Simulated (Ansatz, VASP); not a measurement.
## ZrSeS: VASP beside Ansatz

Wanted: the spread between two codes on one cell, functional and k mesh. The cell is taken from a series of runs on this material, whose earlier steps may have relaxed, scaled, displaced or heated it; both programs get it as it stands.

Method: plane waves, with VASP 6.6.1 beside it; LDA, in Ansatz 0.2.0.

### 1. The starting structure

The structure is trigonal, space group P3m1 (No. 156). The conventional cell has a = 3.645 Å, b = 3.645 Å, c = 5.817 Å, α = 90.00°, β = 90.00°, γ = 120.00°. Nearest to Zr lie 3 S at 2.53 Å and 3 Se at 2.66 Å. Se has 3 Zr at 2.66 Å nearest. S has 3 Zr at 2.53 Å nearest. Farther neighbours and most contacts between anions are not listed.

### 2. Ansatz: zone-centre phonons, LDA

Ansatz runs on its default PAW (the set named soft_2) files.

Second derivatives magnify differences that forces hide, and they need a tight electronic threshold.

File input.yaml:

```yaml
crystal:
  lattice:
    - [3.6454735525, 0.0, 0.0]
    - [-1.8227367762, 3.1570727053, 0.0]
    - [0.0, 0.0, 5.8171555965]
  atoms:
    - { symbol: Zr, position: [0.0, 0.0, 0.0133424994] }
    - { symbol: Se, position: [0.6666666667, 0.3333333333, 0.7329348125] }
    - { symbol: S, position: [0.3333333333, 0.6666666667, 0.2537226881] }
total_charge: 0.03
kpoints:
  mp_grid: { grid: [12, 12, 6] }
hamiltonian:
  xc: lda
scf:
  occupations: { method: fermi_dirac, width: 0.1 }
  n_extra_bands: 9
output:
  eigenvalues: true
phonons:
  method: dfpt
```

Run with:

```
ansatz run input.yaml --threads 4 --pin off --max-ram 8192MiB --backend cpu --events-out ev --progress --plain --runs-dir out
```

Numbers of over 12 decimals in the logs are rounded to 6 here.

What it wrote:

```text
scf.n_extra_bands = 9 over 17 filled bands (N_el = 34.0): the run solves 26 bands
Engine: ansatz 0.2.0, aarch64-unknown-linux-gnu
Pseudopotentials: kind: paw
Pseudopotential: Zr, paw, valence charge 12, recommended cutoff 420 eV (normal), Zr.paw.azcp
Pseudopotential: Se, paw, valence charge 16, recommended cutoff 420 eV (normal), Se.paw.azcp
Pseudopotential: S, paw, valence charge 6, recommended cutoff 420 eV (normal), S.paw.azcp
Functional definition: SPW92
  exchange = slater_x
  correlation = pw_c
Crystal: 3 atoms, lattice volume = 66.950 Å³
Basis set: ecut = 420 eV, 1291 PW (Γ), exchange–correlation on 50×50×80 points (8 copies of the dense FFT grid, shifted against one another)
Bands: 26, of which v1, the nominal top of the filled ones, is band 17 counted from 1 (16 counted from 0)
Symmetry: 6 space group operations
k-points: 242 of 864 (irreducible under 2 space group operations, time reversal used)
Non-local potential: Zr, projectors of the file, l = 0: 3, l = 1: 2, l = 2: 2, l = 3: 2
Non-local potential: Se, projectors of the file, l = 0: 2, l = 1: 2, l = 2: 3, l = 3: 1
Non-local potential: S, projectors of the file, l = 0: 2, l = 1: 2, l = 2: 2
PAW form: soft (Blöchl's): semilocal exchange-correlation on the pseudo side does not see the compensation charge
PAW frozen core: Zr, regenerated for the run's functional, and the local potential with it (the file was generated under x = pbe(κ = 0.804, μ = 0.219515), c = pbe(β = 0.066725))
PAW frozen core: Se, regenerated for the run's functional, and the local potential with it (the file was generated under x = pbe(κ = 0.804, μ = 0.219515), c = pbe(β = 0.066725))
PAW frozen core: S, regenerated for the run's functional, and the local potential with it (the file was generated under x = pbe(κ = 0.804, μ = 0.219515), c = pbe(β = 0.066725))
PAW one-centre angular grid: Zr, 590 points (default); XC on 64 Gauss nodes
PAW one-centre angular grid: Se, 590 points (default); XC on 64 Gauss nodes
PAW one-centre angular grid: S, 110 points (default); XC on 64 Gauss nodes
Initial density: superposition of atomic densities (neutral atoms scaled as one to the charged cell's electrons: chi_scale 0, normalization atom), corrected by the library's trained network
Initial wavefunctions: pseudopotential atomic-orbital guess
Functional: x = slater, c = lda
SCF iter   1: F=—  HF=-10334.945562 eV  |F-HF|=—  |Δ(HF+E_count)|=         —  Δρ=6.90e-3  dr2=5.32e-2  ethr=1.77e-3  ⟨swp⟩=5.0  Hψ=29038  notcnv=0  defer=10
preconditioner: auto → Kerker (q_TF=auto, 2.437 Å⁻¹)  [metal: Δε(μ)=0.041 eV  Ē_g=10.514 eV  σ=0.100 eV  W_gap=0.10  n_scr=22 (ndim 8)  ℏωp=18.1 eV  f_vac=0.017  D(μ)=0.21/eV (n_scr^D=0)]
SCF iter   2: F=—  HF=-10334.936091 eV  |F-HF|=—  |Δ(HF+E_count)|=   9.47e-3  Δρ=3.53e-3  dr2=1.26e-2  ethr=1.57e-4  ⟨swp⟩=1.0  Hψ=8228  notcnv=0  defer=47
SCF iter   3: F=—  HF=-10334.933026 eV  |F-HF|=—  |Δ(HF+E_count)|=   3.07e-3  Δρ=7.84e-4  dr2=8.26e-4  ethr=3.72e-5  ⟨swp⟩=1.8  Hψ=6071  notcnv=0  defer=47
SCF iter   4: F=—  HF=-10334.932820 eV  |F-HF|=—  |Δ(HF+E_count)|=   2.06e-4  Δρ=2.18e-4  dr2=9.67e-5  ethr=2.43e-6  ⟨swp⟩=2.0  Hψ=6347  notcnv=0  defer=47
SCF iter   5: F=—  HF=-10334.932797 eV  |F-HF|=—  |Δ(HF+E_count)|=   2.30e-5  Δρ=8.55e-5  dr2=2.25e-5  ethr=2.85e-7  ⟨swp⟩=2.1  Hψ=9464  notcnv=0  defer=47
SCF iter   6: F=—  HF=-10334.932789 eV  |F-HF|=—  |Δ(HF+E_count)|=   7.54e-6  Δρ=5.39e-5  dr2=4.31e-6  ethr=6.62e-8  ⟨swp⟩=2.0  Hψ=9695  notcnv=0  defer=47
SCF iter   7: F=—  HF=-10334.932788 eV  |F-HF|=—  |Δ(HF+E_count)|=   8.39e-7  Δρ=1.60e-5  dr2=3.07e-7  ethr=1.27e-8  ⟨swp⟩=2.0  Hψ=9705  notcnv=0  defer=47
SCF iter   8: F=—  HF=-10334.932788 eV  |F-HF|=—  |Δ(HF+E_count)|=   6.80e-7  Δρ=5.15e-6  dr2=2.58e-8  ethr=9.03e-10  ⟨swp⟩=2.4  Hψ=7443  notcnv=0  defer=47
SCF iter   9: F=—  HF=-10334.932788 eV  |F-HF|=—  |Δ(HF+E_count)|=   1.18e-9  Δρ=1.13e-6  dr2=1.31e-9  ethr=7.60e-11  ⟨swp⟩=2.5  Hψ=7742  notcnv=0  defer=47
SCF iter  10: F=—  HF=-10334.932788 eV  |F-HF|=—  |Δ(HF+E_count)|=  2.20e-10  Δρ=3.57e-7  dr2=9.87e-11  ethr=3.86e-12  ⟨swp⟩=2.7  Hψ=9399  notcnv=0  defer=47
SCF iter  11: F=—  HF=-10334.932788 eV  |F-HF|=—  |Δ(HF+E_count)|=  7.28e-12  Δρ=1.15e-7  dr2=1.71e-11  ethr=1.00e-12  ⟨swp⟩=1.0  Hψ=5833  notcnv=0  defer=47
SCF iter  12: F=-10334.932788 eV  HF=-10334.932788 eV  |F-HF|=3.64e-12  |Δ(HF+E_count)|=  3.64e-12  Δρ=3.97e-8  dr2=1.28e-12  ethr=1.00e-12  ⟨swp⟩=9.3  Hψ=29527  notcnv=0
SCF 1 converged in 12 iterations: F = -10334.932788 eV  dr2 = 1.28e-12
  greatest PAW one-centre occupation: 1.000 electrons in one spin orbital (limit 2), on the Se atom at site 1 (counted from 0), in its partial waves of l = 2
DFPT response loops at Γ: preconditioner auto → Kerker (q_TF=auto, 2.437 Å⁻¹) (partly filled bands, converged f_vac=0.014); β = 1.00, the filter's whole step (`scf.mixing.beta` (0.50) is not read by the response loops under this deck's `scf.mixing.preconditioner`; to damp them name `kerker` or `kerker_dos`, under which they read `scf.mixing.beta`, and type it under 1.00, their step now; both keys bind the ground state too); Broyden in place of MSR1
SCF converged after 12 iterations
Free energy (F): -10334.932788 eV
Harris-Foulkes:  -10334.932788 eV  (|F-HF|=3.64e-12)
Internal energy: -10334.924867 eV  (E = F + TS)
E sigma→0 (E₀):  -10334.928827 eV
Entropy (-TS):   -0.007921 eV (-2.640 meV/atom)
Fermi energy:    8.964706 eV
--- Per-component energies (eV) ---
  E_band       = -506.989965
  E_kinetic    = 561.578303
  E_local      = -3640.029915  (includes V_loc(G=0)·N_el)
  E_nonlocal   = -477.658641
  E_hartree    = 1651.060538
  E_xc         = -361.813640
  E_vxc        = -378.720940  (∫ρ·V_xc dr)
  E_paw        = -5244.097245  (= ΣΔE_a)
  E_vpaw       = 125.720699  (= ΣTr[D̂ρ^β])
  E_aug_tail   = -0.000563  (compensation charges beyond the density's cutoff)
  E_ewald      = -2826.704663
  E_core_change = 2.740961  (= ΣΔE_core)
  E_smearing   = -0.007921  (= −TS)
  E_closure    = -0.000000  (closes the sum)
  E_deformation_potential = 0.483639  (in the stress; not in F)
  Σ components = -10334.932788   (vs F -10334.932788, Δ=0.00e0)
--- Band table (eV; the first three rows and the last of 242) ---
  k-point 0: bands = [... 13 lower, 5.9526, 9.0080, 9.0295, 9.0295, 10.1512, 10.1512, 10.6904, 13.4308, ... 5 higher]
  k-point 1: bands = [... 13 lower, 5.9678, 8.3915, 8.9649, 8.9649, 10.1387, 10.1387, 10.9251, 13.5756, ... 5 higher]
  k-point 2: bands = [... 13 lower, 5.9992, 7.2891, 8.8413, 8.8413, 10.1126, 10.1126, 11.1273, 13.8822, ... 5 higher]
  k-point 241: bands = [... 13 lower, 6.0146, 6.5544, 6.9120, 7.3515, 10.6084, 10.9067, 12.1016, 13.5329, ... 5 higher]
--- Phonons (Γ-DFPT): 6 representative perturbations + reference, on 242 of 864 k-points (Σ response iterations 18) ---
  k mesh reduced under 2 symmetry operations, with k and −k counted as one. Each operation leaves every solved perturbation unchanged. A smaller set is not used because it would not reduce the number of displacements times k-points to solve
  ASR residual: 1.405e-4 → 0.000e0 eV/Å²; symmetrization residual: 7.957e-6 eV/Å²
  ASR residual per site (eV/Å²): 1.40e-4 2.04e-5 1.21e-5
  Γ frequencies (cm⁻¹): 0.00 0.00 0.00 125.98 125.98 227.25 227.25 231.59 308.87
  non-analytic LO–TO correction: not included (Born effective charges unavailable; polar crystals: no LO–TO splitting at Γ)
```

(Part 1 of 2 ends here.)

[Lines on the potential files, build, host, timing and source positions are cut from VASP's logs without a mark.]

[Logs are printed without paths, hosts, clocks, repeated set-up lines and the standing remarks that a program may print on its own settings, such as how far it seeks lower states.]

[Hosts, paths, dates, database ids (printed as entryN), source tags and the programs' standing remarks are cut or masked in the printed files.]
